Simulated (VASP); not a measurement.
```xyz
2
Lattice="0.0000 2.4083 2.4083 2.4083 0.0000 2.4083 2.4083 2.4083 0.0000" Properties=species:S:1:pos:R:3 pbc="T T T"
B      0.0000     0.0000     0.0000
As     1.2041     1.2041     1.2041
```

Computed with PBE GGA, VASP's PBE PAW potentials (set 64) (plane waves; VASP). Run with 450 eV cut-off, Gaussian smearing of 0.050 eV, potentials B As.

Question: Predict the band gap (along the path) with the smallest direct gap where there is one.

Answer: 
```
Quantity                                Value
------------------------------------  -------
band gap (along the path)             1.20 eV
smallest direct gap (along the path)  3.25 eV
```

The absolute energy has meaning only against runs of the same code, potentials and settings.

The compound is BAs in the zinc blende structure. It was relaxed first.
